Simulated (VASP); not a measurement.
# RbOsCl3: structure and properties in VASP, part 5 of 5

Wanted: the relaxed cell of RbOsCl3 and its properties. The cell is invented: it takes the structure of a Materials Project entry for RbPdCl3 (space group 221 there), with some of its atoms replaced by other elements, volume scaled by an estimate. It may not be a known or stable phase. Left out of this account: 1 further run (relaxation: a spoilt try).

VASP 6.6.1, plane waves and PAW; the level of theory is named at each step.

Still holding for the runs below: This run has no spin polarisation, although Os can carry a moment. The k-mesh is coarse for a metal.

So far, least gap on mesh and path (eV): step 8 (bands along the symmetry lines (HSE06)) 0.903.

**12. Volume scan with RPBE, volume scale 1**

Level of this step: RPBE, no spin polarisation; plane waves and PAW (Os, Rb_sv, Cl); invented cell (VASP).

INCAR reads:

```
SYSTEM = RbOsCl3
PREC = Accurate
ENCUT = 400
EDIFF = 1E-06
NELM = 100
ISMEAR = -1
SIGMA = 0.05
LREAL = .FALSE.
ALGO = Normal
GGA = RP
NBANDS = 25
LORBIT = 11
LWAVE = .FALSE.
LCHARG = .FALSE.
KPAR = 2
ISIF = 2
```

POSCAR reads:

```
RbOsCl3
1.0
    5.0005640554      0.0000000000      0.0000000000
    0.0000000000      5.0005640554      0.0000000000
    0.0000000000      0.0000000000      5.0005640554
Os Rb Cl
1 1 3
Direct
    0.5000000000      0.5000000000      0.5000000000
    0.0000000000      0.0000000000      0.0000000000
    0.0000000000      0.5000000000      0.5000000000
    0.5000000000      0.0000000000      0.5000000000
    0.5000000000      0.5000000000      0.0000000000
```

KPOINTS reads:

```
Automatic mesh
0
Gamma
5 5 5
0 0 0
```

PAW data sets: Os, Rb_sv and Cl (PBE family, release 64).

Command:

```console
$ mpirun -np 2 vasp_std
```

The log of the run:

```text
[... set-up lines as in an earlier step ...]
 entering main loop
       N       E                     dE             d eps       ncg     rms          rms(c)
DAV:   1     0.233948798670E+03    0.23395E+03   -0.15411E+04   500   0.111E+03
DAV:   2    -0.201367903283E+01   -0.23596E+03   -0.23111E+03   693   0.280E+02
DAV:   3    -0.188418210466E+02   -0.16828E+02   -0.16613E+02   648   0.718E+01
DAV:   4    -0.192470971905E+02   -0.40528E+00   -0.40481E+00   750   0.121E+01
[...]
DAV:  12    -0.185734303041E+02   -0.17256E-04   -0.23724E-05   524   0.309E-02    0.858E-03
DAV:  13    -0.185734331998E+02   -0.28957E-05   -0.38193E-06   568   0.124E-02    0.486E-03
DAV:  14    -0.185734336956E+02   -0.49581E-06   -0.69915E-07   374   0.551E-03
   1 F= -.18573434E+02 E0= -.18558544E+02  d E =-.297791E-01
```

The job ended after 13 s (2 MPI ranks of Intel Xeon Platinum 8488C (Sapphire Rapids), shared host; peak memory 0.41 GiB).

From OUTCAR (step 12):

```text
  Total        0.0042527      0.0042527      0.0042527      0.0000000      0.0000000     -0.0000000
  in kB        0.0544897      0.0544897      0.0544897      0.0000000      0.0000000     -0.0000000
  external PRESSURE =       0.0544897 kB  Pullay stress =       0.0000000 kB

  FREE ENERGIE OF THE ION-ELECTRON SYSTEM (eV)
  ---------------------------------------------------
  free  energy   TOTEN  =       -18.5734336956 eV

  energy  without entropy=      -18.5436546264  energy(sigma->0) =      -18.55854416

[... 3 parts as in an earlier step ...]

[... 1 further part left out ...]
[key lines of the parts left out:]
E-fermi :   3.0939
```

The pressure falls from 0.98 to 0.01 GPa.

The run ends at a pressure of 0.01 GPa.

**13. Volume scan with RPBE, volume scale 1.02**

INCAR is that of step 12.

POSCAR, as its differences from that of step 12:

```diff
@@ -2,5 +2,5 @@
 1.0
-    5.0005640554      0.0000000000      0.0000000000
-    0.0000000000      5.0005640554      0.0000000000
-    0.0000000000      0.0000000000      5.0005640554
+    5.0336813388      0.0000000000      0.0000000000
+    0.0000000000      5.0336813388      0.0000000000
+    0.0000000000      0.0000000000      5.0336813388
 Os Rb Cl
```

KPOINTS is that of step 12.

Command:

```console
$ mpirun -np 2 vasp_std
```

The log of the run:

```text
[... set-up lines as in an earlier step ...]
 entering main loop
       N       E                     dE             d eps       ncg     rms          rms(c)
DAV:   1     0.221018714030E+03    0.22102E+03   -0.14964E+04   500   0.110E+03
DAV:   2    -0.302605820586E+01   -0.22404E+03   -0.21997E+03   674   0.273E+02
DAV:   3    -0.189080407523E+02   -0.15882E+02   -0.15773E+02   687   0.713E+01
DAV:   4    -0.192611003870E+02   -0.35306E+00   -0.35253E+00   726   0.112E+01
[...]
DAV:  12    -0.185677294484E+02   -0.17454E-04   -0.24210E-05   541   0.313E-02    0.816E-03
DAV:  13    -0.185677322067E+02   -0.27583E-05   -0.36753E-06   568   0.122E-02    0.464E-03
DAV:  14    -0.185677326857E+02   -0.47897E-06   -0.66881E-07   391   0.555E-03
   1 F= -.18567733E+02 E0= -.18551683E+02  d E =-.320984E-01
```

Wall time 13 s (2 MPI ranks); peak memory 0.41 GiB; 24 s of CPU time.

From OUTCAR (step 13):

```text
  Total       -0.6798265     -0.6798265     -0.6798265     -0.0000000     -0.0000000     -0.0000000
  in kB       -8.5398747     -8.5398747     -8.5398747     -0.0000000     -0.0000000     -0.0000000
  external PRESSURE =      -8.5398747 kB  Pullay stress =       0.0000000 kB

 POSITION                                       TOTAL-FORCE (eV/Angst)
 -----------------------------------------------------------------------------------
      2.51684      2.51684      2.51684         0.000000      0.000000      0.000000
      0.00000      0.00000      0.00000         0.000000      0.000000      0.000000
      0.00000      2.51684      2.51684         0.000000      0.000000      0.000000
      2.51684      0.00000      2.51684         0.000000      0.000000      0.000000
      2.51684      2.51684      0.00000         0.000000      0.000000      0.000000
 -----------------------------------------------------------------------------------
    total drift:                                0.000000      0.000000      0.000000

  FREE ENERGIE OF THE ION-ELECTRON SYSTEM (eV)
  ---------------------------------------------------
  free  energy   TOTEN  =       -18.5677326857 eV

  energy  without entropy=      -18.5356342432  energy(sigma->0) =      -18.55168346

[... 1 part as in an earlier step ...]

[... 2 further parts left out ...]
[key lines of the parts left out:]
E-fermi :   2.9162
```

The pressure falls from 0.01 to -0.85 GPa.

The run ends at a pressure of -0.85 GPa.

**14. Volume scan with RPBE, volume scale 1.04**

INCAR is that of step 13.

POSCAR, as its differences from that of step 13:

```diff
@@ -2,5 +2,5 @@
 1.0
-    5.0336813388      0.0000000000      0.0000000000
-    0.0000000000      5.0336813388      0.0000000000
-    0.0000000000      0.0000000000      5.0336813388
+    5.0663684971      0.0000000000      0.0000000000
+    0.0000000000      5.0663684971      0.0000000000
+    0.0000000000      0.0000000000      5.0663684971
 Os Rb Cl
```

KPOINTS is that of step 13.

Command:

```console
$ mpirun -np 2 vasp_std
```

The log of the run:

```text
[... set-up lines as in an earlier step ...]
 entering main loop
       N       E                     dE             d eps       ncg     rms          rms(c)
DAV:   1     0.231549235462E+03    0.23155E+03   -0.14925E+04   500   0.109E+03
DAV:   2    -0.288646180978E+01   -0.23444E+03   -0.23018E+03   708   0.277E+02
DAV:   3    -0.188438475952E+02   -0.15957E+02   -0.15812E+02   664   0.696E+01
DAV:   4    -0.192684651520E+02   -0.42462E+00   -0.42416E+00   735   0.115E+01
[...]
DAV:  12    -0.185496471554E+02   -0.17465E-04   -0.23647E-05   532   0.310E-02    0.777E-03
DAV:  13    -0.185496500735E+02   -0.29181E-05   -0.40465E-06   544   0.127E-02    0.452E-03
DAV:  14    -0.185496505297E+02   -0.45616E-06   -0.61230E-07   400   0.525E-03
   1 F= -.18549651E+02 E0= -.18532426E+02  d E =-.344491E-01
```

Elapsed: 14 s, on 2 MPI ranks; peak memory 0.41 GiB.

From OUTCAR (step 14):

```text
  Total       -1.3114203     -1.3114203     -1.3114203     -0.0000000     -0.0000000      0.0000000
  in kB      -16.1570530    -16.1570530    -16.1570530     -0.0000000     -0.0000000      0.0000000
  external PRESSURE =     -16.1570530 kB  Pullay stress =       0.0000000 kB

 POSITION                                       TOTAL-FORCE (eV/Angst)
 -----------------------------------------------------------------------------------
      2.53318      2.53318      2.53318         0.000000      0.000000      0.000000
      0.00000      0.00000      0.00000         0.000000      0.000000      0.000000
      0.00000      2.53318      2.53318         0.000000      0.000000      0.000000
      2.53318      0.00000      2.53318         0.000000      0.000000      0.000000
      2.53318      2.53318      0.00000         0.000000      0.000000      0.000000
 -----------------------------------------------------------------------------------
    total drift:                                0.000000      0.000000      0.000000

  FREE ENERGIE OF THE ION-ELECTRON SYSTEM (eV)
  ---------------------------------------------------
  free  energy   TOTEN  =       -18.5496505297 eV

  energy  without entropy=      -18.5152014723  energy(sigma->0) =      -18.53242600

[... 1 part as in an earlier step ...]

[... 2 further parts left out ...]
[key lines of the parts left out:]
E-fermi :   2.7445
```

The pressure falls from -0.85 to -1.62 GPa.

The run ends at a pressure of -1.62 GPa.

**15. Volume scan with RPBE, volume scale 1.06**

A prediction first. A parabola through the 6 pressures of evenly scaled cells so far, P = 0.00 -45.9 t +121 t² GPa with t = ln(V/V₁) and V₁ the volume at scale 1, gives -2.26 GPa at t = +0.0583.

INCAR is that of step 14.

POSCAR, as its differences from that of step 14:

```diff
@@ -2,5 +2,5 @@
 1.0
-    5.0663684971      0.0000000000      0.0000000000
-    0.0000000000      5.0663684971      0.0000000000
-    0.0000000000      0.0000000000      5.0663684971
+    5.0986392302      0.0000000000      0.0000000000
+    0.0000000000      5.0986392302      0.0000000000
+    0.0000000000      0.0000000000      5.0986392302
 Os Rb Cl
```

KPOINTS is that of step 14.

Command:

```console
$ mpirun -np 2 vasp_std
```

The log of the run:

```text
[... set-up lines as in an earlier step ...]
 entering main loop
       N       E                     dE             d eps       ncg     rms          rms(c)
DAV:   1     0.223201055907E+03    0.22320E+03   -0.14851E+04   500   0.109E+03
DAV:   2    -0.314958652229E+01   -0.22635E+03   -0.22251E+03   675   0.274E+02
DAV:   3    -0.188744802646E+02   -0.15725E+02   -0.15587E+02   679   0.694E+01
DAV:   4    -0.192624783644E+02   -0.38800E+00   -0.38755E+00   743   0.115E+01
[...]
DAV:  12    -0.185200676977E+02   -0.17153E-04   -0.22397E-05   532   0.302E-02    0.761E-03
DAV:  13    -0.185200708892E+02   -0.31915E-05   -0.47083E-06   562   0.137E-02    0.431E-03
DAV:  14    -0.185200713221E+02   -0.43287E-06   -0.55975E-07   436   0.497E-03
   1 F= -.18520071E+02 E0= -.18501664E+02  d E =-.368153E-01
```

The job ended after 14 s (2 MPI ranks; peak memory 0.42 GiB; 26 s of CPU time).

Parts of OUTCAR (step 15):

```text
  Total       -1.8938129     -1.8938129     -1.8938129      0.0000000      0.0000000      0.0000000
  in kB      -22.8920566    -22.8920566    -22.8920566      0.0000000      0.0000000      0.0000000
  external PRESSURE =     -22.8920566 kB  Pullay stress =       0.0000000 kB

 POSITION                                       TOTAL-FORCE (eV/Angst)
 -----------------------------------------------------------------------------------
      2.54932      2.54932      2.54932         0.000000      0.000000      0.000000
      0.00000      0.00000      0.00000         0.000000      0.000000      0.000000
      0.00000      2.54932      2.54932         0.000000      0.000000      0.000000
      2.54932      0.00000      2.54932         0.000000      0.000000      0.000000
      2.54932      2.54932      0.00000         0.000000      0.000000      0.000000
 -----------------------------------------------------------------------------------
    total drift:                                0.000000      0.000000      0.000000

  FREE ENERGIE OF THE ION-ELECTRON SYSTEM (eV)
  ---------------------------------------------------
  free  energy   TOTEN  =       -18.5200713221 eV

  energy  without entropy=      -18.4832560052  energy(sigma->0) =      -18.50166366

[... 1 part as in an earlier step ...]

[... 2 further parts left out ...]
[key lines of the parts left out:]
E-fermi :   2.5786
```

The pressure falls from -1.62 to -2.29 GPa. The parabola predicted -2.26 GPa, +0.03 GPa off.

**16. Comparing the runs**

Times are for 2 MPI ranks of Intel Xeon Platinum 8488C (Sapphire Rapids), shared host. The series side by side:

| no. | volume scale | energy above the lowest point (meV/atom) | pressure (GPa) | time | memory (GiB) |
| --- | --- | --- | --- | --- | --- |
| 1 | 0.94 | 14.71 | 3.313 | 8.8 s | 0.35 |
| 2 | 0.96 | 6.3 | 2.073 | 8.8 s | 0.35 |
| 3 | 0.98 | 1.53 | 0.9774 | 8.4 s | 0.36 |
| 4 | 1 | 0 | 0.005449 | 13 s | 0.41 |
| 5 | 1.02 | 1.37 | -0.8540 | 13 s | 0.41 |
| 6 | 1.04 | 5.22 | -1.616 | 14 s | 0.41 |
| 7 | 1.06 | 11.38 | -2.289 | 14 s | 0.42 |

**17. Fit for RPBE**

This step: Birch-Murnaghan fit, RPBE; plane waves and PAW; invented cell (VASP 6.6.1).

This step runs nothing: it gathers the runs above.

This step gave:

```
pressure derivative of the bulk modulus : 5.041
r.m.s. error of the fit                 : 1.03e-5 eV/atom
minimum inside the sampled range        : yes
bulk modulus                            : 45.82 GPa
equilibrium volume of the fit           : 25.01 Å³/atom
```

The energy above the fitted minimum by volume:

| volume (Å³/atom) | energy above the fitted minimum (eV/atom) |
| --- | --- |
| 23.51 | 0.0147 |
| 24.01 | 0.00629 |
| 24.51 | 0.00152 |
| 25.01 | -9.3e-6 |
| 25.51 | 0.00136 |
| 26.01 | 0.00521 |
| 26.51 | 0.0114 |

The fitted volume lies +0.02 % from the relaxed one.

**18. Results**

- relaxed volume: 25.01 Å³/atom
- relaxed conventional cell a, b, c: 5.001, 5.001, 5.001 Å
- space group after relaxing, within 0.02 Å: Pm-3m (No. 221)
- band gap: none, a metal
- DOS at the Fermi level: 6.22 states/eV/cell
- band gap (HSE06): 0.903 eV, indirect (least direct gap of that run 1.30 eV)
- bulk modulus from the fit: 45.8 GPa
- volume from the fit: 25.0 Å³/atom

**Reading.** With RPBE, RbOsCl3 relaxes to 25.01 Å³/atom in space group Pm-3m (held by the symmetry of the run), comes out as a metal and has a bulk modulus of 45.8 GPa. Bands along the symmetry lines (RPBE): Of the bands kept, 5 cross the Fermi level on this path. Bands along the symmetry lines (HSE06): On this path the gap is indirect, 0.90 eV, with the valence top at R and the conduction bottom at Γ. The least direct gap is 1.30 eV. The other levels ran on the cell relaxed with RPBE, and without spin-orbit coupling unless named. Spin-orbit coupling is left out, and with elements this heavy it would split and shift bands near the edges, and it can change the kind of a small gap. The k-sampling is coarse for a metal, so the Fermi level, pressures and the shape of the cell carry errors. Magnetism was not tested. No search among competing phases was made. All values are for a static lattice at zero temperature.

[Lines on the potential files, build, host, timing and source positions are cut from VASP's logs without a mark.]

[Logs are printed without paths, hosts, clocks, repeated set-up lines and the standing remarks that a program may print on its own settings, such as how far it seeks lower states.]

[Hosts, paths, dates, database ids (printed as entryN), source tags and the programs' standing remarks are cut or masked in the printed files.]

[A measured line is paired with the nearest computed mode of its activity, which favours agreement.]
